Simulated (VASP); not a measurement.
# CuGe6 (Im-3m) in VASP: notebook

One crystal, CuGe6, is run at these levels: PBE; tasks: single point.

Everything below comes from runs of VASP 6.6.1. Logs are shortened: lines on timing, memory, paths and dates and some standing lists are left out, and cuts for length are marked.

## 1. The cell of the first run

It takes space group Im-3m (No. 229, cubic). Conventional cell: a = 7.105 Å, b = 7.105 Å, c = 7.105 Å, α = 90.00°, β = 90.00°, γ = 90.00°. Cu (site symmetry m-3m) has 6 Ge at 2.37 Å as nearest neighbours. Ge (site symmetry 4mm) is surrounded by 1 Ge at 2.37 Å and 1 Cu at 2.37 Å.

The cell was built by a generator and needn't be a form met in nature.

## 2. Single point, PBE (random cell by space group and Wyckoff sites (Im-3m, No. 229))

Input file INCAR:

```
SYSTEM = CuGe6
PREC = Accurate ; ENCUT = 520
EDIFF = 1E-7 ; ISMEAR = 0
SIGMA = 0.1 ; LREAL = .False.
LASPH = .True. ; NELM = 100
ALGO = Fast ; ISIF = 2
LWAVE = .False. ; LCHARG = .False.
GGA = PE ; NBANDS = 56
```

Input file KPOINTS:

```
Automatic mesh
0
Gamma
  8 8 8
  0 0 0
```

Input file POSCAR:

```
CuGe6
1.0
   -3.5523818395      3.5523818395      3.5523818395
    3.5523818395     -3.5523818395      3.5523818395
    3.5523818395      3.5523818395     -3.5523818395
Cu Ge
1 6
Direct
    0.0000000000      0.0000000000      0.0000000000
    0.0000000000      0.6664601475      0.6664601475
    0.0000000000      0.3335398525      0.3335398525
    0.6664601475      0.0000000000      0.6664601475
    0.3335398525      0.0000000000      0.3335398525
    0.6664601475      0.6664601475      0.0000000000
    0.3335398525      0.3335398525      0.0000000000
```

Potentials or basis: VASP PAW PBE potentials, release 64 (Cu, Ge_d).

The run is started by

```sh
cat potpaw_PBE.64/Cu/POTCAR potpaw_PBE.64/Ge_d/POTCAR > POTCAR
mpirun -np 1 vasp_std > vasp.out
```

OUTCAR:

```text
SYSTEM = CuGe6
   PREC = Accurate
   ENCUT = 520
   EDIFF = 1E-7
   ISMEAR = 0
   LREAL = .False.
   LASPH = .True.
   NELM = 100
   ISIF = 2
   GGA = PE

 ion  position               nearest neighbor table
   1  0.000  0.000  0.000-   2 2.37   3 2.37   4 2.37   5 2.37   6 2.37   7 2.37
   2  0.000  0.666  0.666-   3 2.37   1 2.37
   3  0.000  0.334  0.334-   2 2.37   1 2.37
   4  0.666  0.000  0.666-   5 2.37   1 2.37
   5  0.334  0.000  0.334-   4 2.37   1 2.37
   6  0.666  0.666  0.000-   7 2.37   1 2.37
   7  0.334  0.334  0.000-   6 2.37   1 2.37

  LATTYP: Found a body centered cubic cell.
 ALAT       =     7.1047636790

  Lattice vectors:

 A1 = (  -3.5523818395,   3.5523818395,   3.5523818395)
 A2 = (   3.5523818395,  -3.5523818395,   3.5523818395)
 A3 = (   3.5523818395,   3.5523818395,  -3.5523818395)

Analysis of symmetry for initial positions (statically):
=====================================================================
 Subroutine PRICEL returns:
 Original cell was already a primitive cell.

 Routine SETGRP: Setting up the symmetry group for a
 body centered cubic supercell.

 Subroutine GETGRP returns: Found 48 space group operations
 (whereof 48 operations were pure point group operations)
 out of a pool of 48 trial point group operations.

The static configuration has the point symmetry O_h .

Analysis of symmetry for dynamics (positions and initial velocities):
=====================================================================
 Subroutine PRICEL returns:
 Original cell was already a primitive cell.

 Routine SETGRP: Setting up the symmetry group for a
 body centered cubic supercell.

 Subroutine GETGRP returns: Found 48 space group operations
 (whereof 48 operations were pure point group operations)
 out of a pool of 48 trial point group operations.

The dynamic configuration has the point symmetry O_h .

 Subroutine INISYM returns: Found 48 space group operations
 (whereof 48 operations are pure point group operations),
 and found     1 'primitive' translations

----------------------------------------------------------------------------------------

                                     Primitive cell

  volume of cell :     179.3159

[... 101 lines left out ...]
   NSW    =      0    number of steps for IOM
   IBRION =     -1    ionic relax: 0-MD 1-quasi-New 2-CG
   NFREE  =      0    steps in history (QN), initial steepest desc. (CG)
   ISIF   =      2    stress and relaxation
   ISYM   =      2    0-nonsym 1-usesym 2-fastsym
   POTIM  = 0.5000    time-step for ionic-motion
   TEBEG  =    0.0;   TEEND  =   0.0 temperature during run
   PSTRESS=    0.0 pullay stress
   NELECT =      95.0000    total number of electrons
   NUPDOWN=      -1.0000    fix difference up-down
   EMIN   =  10.00;   EMAX   =-10.00  energy-range for DOS
   EFERMI =   0.00;   METHOD = LEGACY
   ISMEAR =     0;   SIGMA  =   0.10  broadening in eV -4-tet -1-fermi 0-gaus
   EFERMI_NEDOS =   21; number of points for ismear=-14 and -15
   IALGO  =     68    algorithm
   IMIX   =      4    mixing-type and parameters
     AMIX     =   0.40;   BMIX     =  1.00
     AMIX_MAG =   1.60;   BMIX_MAG =  1.00
  volume/ion in A,a.u.               =      25.62       172.87
  Fermi-wavevector in a.u.,A,eV,Ry     =   1.324676  2.503275 23.875054  1.754767
  Thomas-Fermi vector in A             =   2.454193
   LORBIT       =      0    0 simple, 1 ext, 2 COOP (PROOUT), +10 PAW based schemes
   GGA     = PE    functional components
   LHFCALC =     F    Hartree Fock is set to
   AEXX    =    0.0000 exact exchange contribution
   IVDW    =     0    specifies the selected vdW correction
   LEPSILON=     F    determine dielectric tensor
   LRPA    =     F    only Hartree local field effects (RPA)
 non-spin polarized calculation
 RMM-DIIS sequential band-by-band and
 Gauss-broadening in eV      SIGMA  =   0.10
  energy-cutoff  :      520.00
  volume of cell :      179.32
 maximum number of plane-waves:      4897
 NGX is ok and might be reduce to    48
   NGX = 23   NGY = 23   NGZ = 23

 number of electron      94.9999954 magnetization

 Free energy of the ion-electron system (eV)
  ---------------------------------------------------
  ext. energy  EPLUGINS =         0.00000000
  ---------------------------------------------------
  free energy    TOTEN  =       -25.18646750 eV

  energy without entropy =      -25.15814329  energy(sigma->0) =      -25.17230540

 E-fermi :   3.7298     XC(G=0):  -9.4606

 val. band max:        3.7232734494   @ k =   0.5000   0.5000   0.2500
 cond. band min:       3.7499919359   @ k =   0.1250   0.0000   0.0000
 fundamental gap:      0.0267184864
 Fermi energy:         3.7297926773

 k-point     1 :       0.0000    0.0000    0.0000
  band No.  band energies     occupation
      1     -21.4433      2.00000
      2     -21.4260      2.00000
      3     -21.4260      2.00000
      4     -21.3253      2.00000
      5     -21.3253      2.00000
      6     -21.3198      2.00000
[... 1405 lines left out ...]
     55       6.1685      0.00000
     56       7.2273      0.00000

 [... further k-points ...]

------------------------ aborting loop because EDIFF is reached ----------------------------------------

  FORCE on cell =-STRESS in cart. coord.  units (eV):
  Direction    XX          YY          ZZ          XY          YZ          ZX
  --------------------------------------------------------------------------------------
  -------------------------------------------------------------------------------------
  Total        0.0033199      0.0033199      0.0033199      0.0000000      0.0000000     -0.0000000
  in kB        0.0296630      0.0296630      0.0296630      0.0000000      0.0000000     -0.0000000
  external PRESSURE =       0.0296630 kB  Pullay stress =       0.0000000 kB

 VOLUME and BASIS-vectors are now :
 -----------------------------------------------------------------------------
  energy-cutoff  :      520.00
  volume of cell :      179.32
      direct lattice vectors                 reciprocal lattice vectors
    -3.552381840  3.552381840  3.552381840     0.000000000  0.140750635  0.140750635
     3.552381840 -3.552381840  3.552381840     0.140750635  0.000000000  0.140750635
     3.552381840  3.552381840 -3.552381840     0.140750635  0.140750635  0.000000000

 POSITION                                       TOTAL-FORCE (eV/Angst)
 -----------------------------------------------------------------------------------
      0.00000      0.00000      0.00000        -0.000000      0.000000     -0.000000
      4.73504      0.00000      0.00000        -0.011292      0.000000      0.000000
      2.36972      0.00000      0.00000         0.011292      0.000000      0.000000
      0.00000      4.73504      0.00000        -0.000000     -0.011292      0.000000
      0.00000      2.36972      0.00000        -0.000000      0.011292      0.000000
      0.00000      0.00000      4.73504        -0.000000     -0.000000     -0.011292
      0.00000      0.00000      2.36972        -0.000000     -0.000000      0.011292
 -----------------------------------------------------------------------------------
    total drift:                                0.000000     -0.000000      0.000000

  FREE ENERGIE OF THE ION-ELECTRON SYSTEM (eV)
  ---------------------------------------------------
  free  energy   TOTEN  =       -25.1864675024 eV

  energy  without entropy=      -25.1581432889  energy(sigma->0) =      -25.17230540
```

OSZICAR:

```text
N       E                     dE             d eps       ncg     rms          rms(c)
DAV:   1     0.112180215029E+04    0.11218E+04   -0.44977E+04  3872   0.429E+03
DAV:   2     0.201313188412E+03   -0.92049E+03   -0.89178E+03  3248   0.114E+03
[... 11 lines left out ...]
RMM:  14    -0.251864995081E+02   -0.86052E-04   -0.71224E-04  5462   0.739E-02    0.462E-02
RMM:  15    -0.251864954431E+02    0.40650E-05   -0.85382E-05  5015   0.298E-02    0.376E-02
RMM:  16    -0.251864671740E+02    0.28269E-04   -0.99885E-05  5177   0.457E-02    0.385E-03
RMM:  17    -0.251864673148E+02   -0.14081E-06   -0.68244E-06  3935   0.101E-02    0.178E-03
RMM:  18    -0.251864676742E+02   -0.35934E-06   -0.13916E-06  3662   0.504E-03    0.284E-03
RMM:  19    -0.251864675010E+02    0.17319E-06   -0.10173E-06  3441   0.537E-03    0.716E-04
RMM:  20    -0.251864675024E+02   -0.14552E-08   -0.16528E-07  2685   0.193E-03
   1 F= -.25186468E+02 E0= -.25172305E+02  d E =-.283242E-01
```

It took 8.7 min on 1 thread of Intel Xeon Platinum 8488C (Sapphire Rapids), shared host; peak memory 0.44 GiB.

Results:

```yaml
Free_energy: -25.1865 eV
Pressure: 0.0 GPa
Largest_force: 0.011 eV/Å
Band_gap_on_the_k_mesh: none (metal or under the smearing width)
```

Forces on the atoms (eV/Å):
```
Cu   0.000  0.000  0.000
Ge  -0.011  0.000  0.000
Ge   0.011  0.000  0.000
Ge   0.000 -0.011  0.000
Ge   0.000  0.011  0.000
Ge   0.000  0.000 -0.011
Ge   0.000  0.000  0.011
```

## 3. Single point, PBE (random cell by space group and Wyckoff sites (Im-3m, No. 229))

Input file INCAR:

```
SYSTEM = CuGe6
PREC = Accurate ; ENCUT = 520
EDIFF = 1E-6 ; ISMEAR = 0
SIGMA = 0.1 ; LREAL = .False.
LASPH = .True. ; NELM = 100
ALGO = Fast ; ISIF = 2
LWAVE = .False. ; LCHARG = .True.
GGA = PE ; LELF = .True.
LVHAR = .True. ; NBANDS = 56
```

Input file KPOINTS:

```
Automatic mesh
0
Gamma
  4 4 4
  0 0 0
```

Input file POSCAR:

```
CuGe6
1.0
   -3.2803710700      3.2803710700      3.2803710700
    3.2803710700     -3.2803710700      3.2803710700
    3.2803710700      3.2803710700     -3.2803710700
Cu Ge
1 6
Direct
    0.0000000000      0.0000000000      0.0000000000
    0.0000000000      0.6674187100      0.6674187100
    0.0000000000      0.3325812900      0.3325812900
    0.6674187100      0.0000000000      0.6674187100
    0.3325812900      0.0000000000      0.3325812900
    0.6674187100      0.6674187100      0.0000000000
    0.3325812900      0.3325812900      0.0000000000
```

Potentials or basis: VASP PAW PBE potentials, release 64 (Cu, Ge_d).

The run is started by

```sh
cat potpaw_PBE.64/Cu/POTCAR potpaw_PBE.64/Ge_d/POTCAR > POTCAR
mpirun -np 1 vasp_std > vasp.out
```

OUTCAR:

```text
SYSTEM = CuGe6
   PREC = Accurate
   ENCUT = 520
   EDIFF = 1E-6
   ISMEAR = 0
   LREAL = .False.
   LASPH = .True.
   NELM = 100
   ISIF = 2
   GGA = PE

 ion  position               nearest neighbor table
   1  0.000  0.000  0.000-   2 2.18   3 2.18   4 2.18   5 2.18   6 2.18   7 2.18
   2  0.000  0.667  0.667-   1 2.18   3 2.20
   3  0.000  0.333  0.333-   1 2.18   2 2.20
   4  0.667  0.000  0.667-   1 2.18   5 2.20
   5  0.333  0.000  0.333-   1 2.18   4 2.20
   6  0.667  0.667  0.000-   1 2.18   7 2.20
   7  0.333  0.333  0.000-   1 2.18   6 2.20

  LATTYP: Found a body centered cubic cell.
 ALAT       =     6.5607421400

  Lattice vectors:

 A1 = (  -3.2803710700,   3.2803710700,   3.2803710700)
 A2 = (   3.2803710700,  -3.2803710700,   3.2803710700)
 A3 = (   3.2803710700,   3.2803710700,  -3.2803710700)

Analysis of symmetry for initial positions (statically):
=====================================================================
 Subroutine PRICEL returns:
 Original cell was already a primitive cell.

 Routine SETGRP: Setting up the symmetry group for a
 body centered cubic supercell.

 Subroutine GETGRP returns: Found 48 space group operations
 (whereof 48 operations were pure point group operations)
 out of a pool of 48 trial point group operations.

The static configuration has the point symmetry O_h .

Analysis of symmetry for dynamics (positions and initial velocities):
=====================================================================
 Subroutine PRICEL returns:
 Original cell was already a primitive cell.

 Routine SETGRP: Setting up the symmetry group for a
 body centered cubic supercell.

 Subroutine GETGRP returns: Found 48 space group operations
[... 116 lines left out ...]
     AMIX_MAG =   1.60;   BMIX_MAG =  1.00
  volume/ion in A,a.u.               =      20.17       136.12
  Fermi-wavevector in a.u.,A,eV,Ry     =   1.434519  2.710848 27.998689  2.057846
  Thomas-Fermi vector in A             =   2.553919
   LORBIT       =      0    0 simple, 1 ext, 2 COOP (PROOUT), +10 PAW based schemes
   GGA     = PE    functional components
   LHFCALC =     F    Hartree Fock is set to
   AEXX    =    0.0000 exact exchange contribution
   IVDW    =     0    specifies the selected vdW correction
   LEPSILON=     F    determine dielectric tensor
   LRPA    =     F    only Hartree local field effects (RPA)
 non-spin polarized calculation
 RMM-DIIS sequential band-by-band and
 Gauss-broadening in eV      SIGMA  =   0.10
  energy-cutoff  :      520.00
  volume of cell :      141.20
 maximum number of plane-waves:      3832
   NGX = 21   NGY = 21   NGZ = 21

 number of electron      94.9999989 magnetization

 Free energy of the ion-electron system (eV)
  ---------------------------------------------------
  ext. energy  EPLUGINS =         0.00000000
  ---------------------------------------------------
  free energy    TOTEN  =       -23.52574390 eV

  energy without entropy =      -23.50729932  energy(sigma->0) =      -23.51652161

 E-fermi :   5.6954     XC(G=0): -10.5733

 val. band max:        5.6903767843   @ k =   0.5000   0.5000   0.2500
 cond. band min:       5.7494993318   @ k =   0.2500   0.0000   0.0000
 fundamental gap:      0.0591225475
 Fermi energy:         5.6953576596

 k-point     1 :       0.0000    0.0000    0.0000
  band No.  band energies     occupation
      1     -19.5976      2.00000
      2     -19.5596      2.00000
      3     -19.5596      2.00000
      4     -19.3468      2.00000
      5     -19.3468      2.00000
      6     -19.3468      2.00000
[... 461 lines left out ...]
     55       9.9848      0.00000
     56       9.9978      0.00000

------------------------ aborting loop because EDIFF is reached ----------------------------------------

  FORCE on cell =-STRESS in cart. coord.  units (eV):
  Direction    XX          YY          ZZ          XY          YZ          ZX
  --------------------------------------------------------------------------------------
  -------------------------------------------------------------------------------------
  Total       16.5476910     16.5476910     16.5476910     -0.0000000     -0.0000000      0.0000000
  in kB      187.7669168    187.7669168    187.7669168     -0.0000000     -0.0000000      0.0000000
  external PRESSURE =     187.7669168 kB  Pullay stress =       0.0000000 kB

 VOLUME and BASIS-vectors are now :
 -----------------------------------------------------------------------------
  energy-cutoff  :      520.00
  volume of cell :      141.20
      direct lattice vectors                 reciprocal lattice vectors
    -3.280371070  3.280371070  3.280371070     0.000000000  0.152421781  0.152421781
     3.280371070 -3.280371070  3.280371070     0.152421781  0.000000000  0.152421781
     3.280371070  3.280371070 -3.280371070     0.152421781  0.152421781  0.000000000

 POSITION                                       TOTAL-FORCE (eV/Angst)
 -----------------------------------------------------------------------------------
      0.00000      0.00000      0.00000        -0.000000     -0.000000      0.000000
      4.37876      0.00000      0.00000        -0.159669     -0.000000      0.000000
      2.18198      0.00000      0.00000         0.159669     -0.000000      0.000000
      0.00000      4.37876      0.00000        -0.000000     -0.159669      0.000000
      0.00000      2.18198      0.00000        -0.000000      0.159669      0.000000
      0.00000      0.00000      4.37876        -0.000000     -0.000000     -0.159669
      0.00000      0.00000      2.18198        -0.000000     -0.000000      0.159669
 -----------------------------------------------------------------------------------
    total drift:                               -0.000000     -0.000000      0.000000

  FREE ENERGIE OF THE ION-ELECTRON SYSTEM (eV)
  ---------------------------------------------------
  free  energy   TOTEN  =       -23.5257438985 eV

  energy  without entropy=      -23.5072993169  energy(sigma->0) =      -23.51652161
```

OSZICAR:

```text
N       E                     dE             d eps       ncg     rms          rms(c)
DAV:   1     0.114164917784E+04    0.11416E+04   -0.43725E+04  1048   0.466E+03
DAV:   2     0.212643028558E+03   -0.92901E+03   -0.89889E+03   896   0.116E+03
DAV:   3    -0.460473280474E+01   -0.21725E+03   -0.20942E+03   912   0.287E+02
DAV:   4    -0.247778555841E+02   -0.20173E+02   -0.19350E+02  1056   0.941E+01
DAV:   5    -0.255101810509E+02   -0.73233E+00   -0.72061E+00  1032   0.206E+01    0.134E+01
RMM:   6    -0.266394014164E+02   -0.11292E+01   -0.40157E+01  1129   0.369E+01    0.907E+00
RMM:   7    -0.236391619219E+02    0.30002E+01   -0.93582E+00  1193   0.204E+01    0.233E+00
RMM:   8    -0.236798284322E+02   -0.40667E-01   -0.24206E+00  1251   0.103E+01    0.351E+00
RMM:   9    -0.235194821530E+02    0.16035E+00   -0.97335E-01  1292   0.625E+00    0.541E-01
RMM:  10    -0.235249414724E+02   -0.54593E-02   -0.14959E-01  1469   0.156E+00    0.270E-01
RMM:  11    -0.235267501736E+02   -0.18087E-02   -0.25072E-02  1265   0.609E-01    0.254E-01
RMM:  12    -0.235257723344E+02    0.97784E-03   -0.99418E-03  1399   0.573E-01    0.901E-02
RMM:  13    -0.235257355414E+02    0.36793E-04   -0.15443E-03  1307   0.189E-01    0.380E-02
RMM:  14    -0.235257358983E+02   -0.35695E-06   -0.46994E-04  1189   0.830E-02    0.853E-03
RMM:  15    -0.235257604627E+02   -0.24564E-04   -0.15089E-04  1052   0.593E-02    0.290E-02
RMM:  16    -0.235257432298E+02    0.17233E-04   -0.58977E-05   967   0.436E-02    0.361E-03
RMM:  17    -0.235257439129E+02   -0.68310E-06   -0.11720E-05   936   0.127E-02    0.326E-03
RMM:  18    -0.235257438985E+02    0.14439E-07   -0.17768E-06   737   0.635E-03
   1 F= -.23525744E+02 E0= -.23516522E+02  d E =-.184446E-01
```

Wall time 2.1 min (1 thread of AMD EPYC 7R13 (Zen 3), shared host); peak memory 0.24 GiB.

Results:

```yaml
Free_energy: -23.5257 eV
Pressure: 18.8 GPa
Largest_force: 0.160 eV/Å
Band_gap_on_the_k_mesh: none (metal or under the smearing width)
```

Forces on the atoms (eV/Å):
```
Cu   0.000  0.000  0.000
Ge  -0.160  0.000  0.000
Ge   0.160  0.000  0.000
Ge   0.000 -0.160  0.000
Ge   0.000  0.160  0.000
Ge   0.000  0.000 -0.160
Ge   0.000  0.000  0.160
```

Levels at points of the mesh, in eV from the Fermi level:
```
           k point  band 46  band 47  band 48  band 49  band 50  band 51
(0.00, 0.00, 0.00)    -1.19    -1.19    -1.19     1.10     1.10     1.10
(0.50, 0.00, 0.00)    -0.65    -0.38    -0.29     0.35     1.09     1.64
(0.50, 0.50, 0.50)     0.37     0.37     0.37     2.54     2.54     2.54
```

Caveat: so large a pressure means that the cell lies far from this level's equilibrium, or that cutoff or potentials fall short.
